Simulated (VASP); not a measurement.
OSZICAR of a VASP run on Bi:

### OSZICAR
```
       N       E                     dE             d eps       ncg     rms           ort
SDA:   1    -0.491174761468E+00   -0.49117E+00    0.00000E+00    13   0.756E-01   0.000E+00
CGA:   2    -0.518185685239E+00   -0.27011E-01   -0.27091E-01    13   0.339E-01  -0.544E-03
CGA:   3    -0.527122602287E+00   -0.89369E-02   -0.89268E-02    13   0.128E-01   0.227E-03
CGA:   4    -0.530267941618E+00   -0.31453E-02   -0.31476E-02    13   0.492E-02  -0.988E-04
CGA:   5    -0.531908701668E+00   -0.16408E-02   -0.16402E-02    13   0.288E-02   0.445E-05
CGA:   6    -0.532786750337E+00   -0.87805E-03   -0.88046E-03    13   0.128E-02  -0.331E-04
CGA:   7    -0.533130918269E+00   -0.34417E-03   -0.34328E-03    13   0.360E-03   0.297E-04
CGA:   8    -0.533230084448E+00   -0.99166E-04   -0.99503E-04    13   0.852E-04  -0.131E-04
CGA:   9    -0.533252159866E+00   -0.22075E-04   -0.21953E-04    13   0.189E-04   0.603E-05
CGA:  10    -0.533258870215E+00   -0.67103E-05   -0.66299E-05    13   0.680E-05   0.103E-05
CGA:  11    -0.533261607083E+00   -0.27369E-05   -0.26269E-05    13   0.298E-05   0.101E-05
SDA:  12    -0.533262478947E+00   -0.87186E-06   -0.88492E-06    13   0.120E-05   0.140E-05
   1 F= -.53326248E+00 E0= -.53326248E+00  d E =-.167710E-14  mag=     3.0000
```

Which electronic solver shows in the log?

It is steepest descent (the opening step of the all-band solvers) and then all-band conjugate gradients (ALGO = All or Conjugate). The INCAR had ALGO = All.

How was spin treated?

Collinear spin (ISPIN = 2): the summary line carries one mag value, 3.00 μB in the cell.

Can the final energy be trusted as converged?

The calculation finished and met its thresholds. It stopped with EDIFF = 1E-6, NELM = 200 (TPSS meta-GGA, plane waves, VASP's PBE PAW potentials (set 64)). The atom may not be in its lowest state.

The cell is a free atom in a box. The total moment is imposed (NUPDOWN), so this need not be the lowest spin state.
